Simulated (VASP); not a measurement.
Method: SCAN meta-GGA, VASP's PBE PAW potentials (set 64) (plane waves; VASP).

VASP input:

### POSCAR
```
Lu
1
    1.7332304688    -3.0020433174    -0.0000000000
    1.7332304688     3.0020433174    -0.0000000000
   -0.0000000000    -0.0000000000     5.3718987139
Lu
2
Direct
  0.3333330000   0.6666670000   0.2500000000
  0.6666670000   0.3333330000   0.7500000000
```

### INCAR
```
# general
SYSTEM   =  Lu
PREC     =  Accurate
ENCUT    =  520
LREAL    =  .FALSE.
LASPH    =  .TRUE.

# electronic loop
EDIFF    =  1E-6
NELM     =  100
ALGO     =  Normal
LMAXMIX  =  6
LMIXTAU  =  .TRUE.

# smearing
ISMEAR   =  1
SIGMA    =  0.1

# functional
METAGGA  =  SCAN

# ions
IBRION   =  2
NSW      =  60
ISIF     =  3
EDIFFG   =  -0.01

# output
LWAVE    =  .FALSE.
LCHARG   =  .FALSE.
```

File KPOINTS:
```
Automatic mesh
0
gamma
11 11 6
0 0 0
```

POTCAR, in this order: Lu_3 (PBE.64 set). Program: vasp_std.

Output

File OUTCAR:
```
 ion  position               nearest neighbor table
   1  0.333  0.667  0.250-   2 3.35   2 3.35   2 3.35   2 3.35   2 3.35   2 3.35
   2  0.667  0.333  0.750-   1 3.35   1 3.35   1 3.35   1 3.35   1 3.35   1 3.35
  LATTYP: Found a hexagonal cell.
 ALAT       =     3.4664610105
 C/A-ratio  =     1.5496781004
 Subroutine PRICEL returns:
 Original cell was already a primitive cell.
 Subroutine GETGRP returns: Found 24 space group operations
The static configuration has the point symmetry D_3d.
 The point group associated with its full space group is D_6h.
The dynamic configuration has the point symmetry D_3d.
 Subroutine INISYM returns: Found 24 space group operations
 Subroutine IBZKPT returns following result:
 Found     64 irreducible k-points:

 Following reciprocal coordinates:
            Coordinates               Weight
  0.000000  0.000000  0.000000      1.000000
  0.090909  0.000000  0.000000      6.000000
  0.181818  0.000000  0.000000      6.000000
  0.272727 -0.000000  0.000000      6.000000
  0.363636 -0.000000  0.000000      6.000000
  0.454545 -0.000000  0.000000      6.000000
  0.090909  0.090909  0.000000      6.000000
...
```

**OSZICAR**
```
       N       E                     dE             d eps       ncg     rms          rms(c)
DAV:   1    -0.521021170960E+02   -0.52102E+02   -0.88059E+03  2712   0.152E+03
DAV:   2    -0.109755201448E+03   -0.57653E+02   -0.56315E+02  2851   0.746E+02
DAV:   3    -0.112464572967E+03   -0.27094E+01   -0.25572E+01  3009   0.732E+01
DAV:   4    -0.112575279217E+03   -0.11071E+00   -0.10715E+00  3040   0.960E+00
DAV:   5    -0.112578198175E+03   -0.29190E-02   -0.29191E-02  2863   0.169E+00    0.299E+01
DAV:   6    -0.110896573652E+03    0.16816E+01   -0.11650E+00  2465   0.303E+01    0.154E+01
DAV:   7    -0.109738462843E+03    0.11581E+01   -0.40380E-01  2945   0.721E+00    0.103E+00
DAV:   8    -0.110719908015E+03   -0.98145E+00   -0.45976E-01  2718   0.726E+00    0.214E+00
DAV:   9    -0.110716387909E+03    0.35201E-02   -0.13777E-01  2422   0.560E+00    0.112E+00
DAV:  10    -0.110719782898E+03   -0.33950E-02   -0.69770E-03  2711   0.133E+00    0.545E-01
DAV:  11    -0.110718882823E+03    0.90007E-03   -0.15770E-02  2174   0.167E+00    0.478E-01
DAV:  12    -0.110720127130E+03   -0.12443E-02   -0.48500E-03  2611   0.946E-01    0.819E-02
DAV:  13    -0.110720832314E+03   -0.70518E-03   -0.79132E-03  2550   0.112E+00    0.188E-01
DAV:  14    -0.110721048629E+03   -0.21631E-03   -0.14363E-04  2744   0.267E-01    0.202E-01
DAV:  15    -0.110720460504E+03    0.58813E-03   -0.60166E-04  2581   0.332E-01    0.808E-02
DAV:  16    -0.110720441049E+03    0.19454E-04   -0.10644E-04  2631   0.152E-01    0.328E-02
DAV:  17    -0.110720435184E+03    0.58657E-05   -0.10308E-05  2560   0.446E-02    0.244E-02
DAV:  18    -0.110720331219E+03    0.10396E-03   -0.10261E-04  2528   0.126E-01    0.955E-03
DAV:  19    -0.110720310322E+03    0.20897E-04   -0.40506E-05  2581   0.932E-02    0.450E-03
DAV:  20    -0.110720306648E+03    0.36736E-05   -0.53580E-07  1183   0.160E-02    0.279E-03
DAV:  21    -0.110720309799E+03   -0.31506E-05   -0.16536E-07  1067   0.203E-02    0.244E-03
DAV:  22    -0.110720313869E+03   -0.40704E-05   -0.77765E-08  1032   0.109E-02    0.146E-03
DAV:  23    -0.110720312688E+03    0.11810E-05   -0.56542E-08  1042   0.109E-02    0.462E-04
DAV:  24    -0.110720313643E+03   -0.95510E-06   -0.40622E-08  1027   0.817E-03
   1 F= -.11072031E+03 E0= -.11072097E+03  d E =-.110720E+03
       N       E                     dE             d eps       ncg     rms          rms(c)
DAV:   1    -0.110720360222E+03   -0.47534E-04   -0.17385E-03  2515   0.770E-01    0.334E-02
DAV:   2    -0.110720403260E+03   -0.43038E-04   -0.71481E-05  2734   0.128E-01    0.193E-02
DAV:   3    -0.110720438642E+03   -0.35382E-04   -0.14702E-05  2636   0.811E-02    0.807E-03
DAV:   4    -0.110720427858E+03    0.10785E-04   -0.74489E-06  2408   0.444E-02    0.469E-03
DAV:   5    -0.110720404761E+03    0.23097E-04   -0.32137E-06  1987   0.406E-02    0.314E-03
DAV:   6    -0.110720406735E+03   -0.19738E-05   -0.28059E-06  1956   0.355E-02    0.147E-03
DAV:   7    -0.110720394829E+03    0.11906E-04   -0.11547E-06  1421   0.247E-02    0.860E-04
DAV:   8    -0.110720396903E+03   -0.20744E-05   -0.26799E-07   967   0.233E-02    0.875E-04
DAV:   9    -0.110720395862E+03    0.10413E-05   -0.13094E-07   952   0.142E-02    0.436E-04
DAV:  10    -0.110720396468E+03   -0.60631E-06   -0.93647E-08   937   0.132E-02
   2 F= -.11072040E+03 E0= -.11072109E+03  d E =-.828251E-04
```

File OUTCAR:
```
------------------------ aborting loop because EDIFF is reached ----------------------------------------
  FORCE on cell =-STRESS in cart. coord.  units (eV):
  Direction    XX          YY          ZZ          XY          YZ          ZX
  --------------------------------------------------------------------------------------
  Total       -0.0052115     -0.0052115      0.0064717      0.0000000      0.0000000      0.0000000
  in kB       -0.1493073     -0.1493073      0.1854131      0.0000000      0.0000000      0.0000000
  external PRESSURE =      -0.0377338 kB  Pullay stress =       0.0000000 kB
  volume of cell :       55.92
      direct lattice vectors                 reciprocal lattice vectors
     1.732934042 -3.001529891  0.000000000     0.288528004 -0.166581716  0.000000000
     1.732934042  3.001529891 -0.000000000     0.288528004  0.166581716  0.000000000
     0.000000000  0.000000000  5.375703190     0.000000000  0.000000000  0.186022175
 POSITION                                       TOTAL-FORCE (eV/Angst)
 -----------------------------------------------------------------------------------
      1.73293      1.00051      1.34393         0.000000      0.000000      0.000000
      1.73293     -1.00051      4.03178        -0.000000      0.000000      0.000000
 -----------------------------------------------------------------------------------
    total drift:                                0.000000      0.000066     -0.000012
  FREE ENERGIE OF THE ION-ELECTRON SYSTEM (eV)
  ---------------------------------------------------
  free  energy   TOTEN  =      -110.7203964684 eV

  energy  without entropy=     -110.7224740043  energy(sigma->0) =     -110.72108898

 reached required accuracy - stopping structural energy minimisation
```
(Selected blocks of OUTCAR.)

### CONTCAR
```
Lu
   1.00000000000000
     1.7329340421148702   -3.0015298912774289    0.0000000000000000
     1.7329340421148702    3.0015298912774289   -0.0000000000000000
     0.0000000000000000    0.0000000000000000    5.3757031903862789
  Lu
     2
Direct
     0.3333330000000032    0.6666669999999968    0.2500000000000000
     0.6666669999999968    0.3333330000000032    0.7500000000000000
```

The compound is Lu in the hcp structure. This run relaxes it. Symmetry was kept, so distortions that lower it aren't found. The start is the result of an earlier pass.
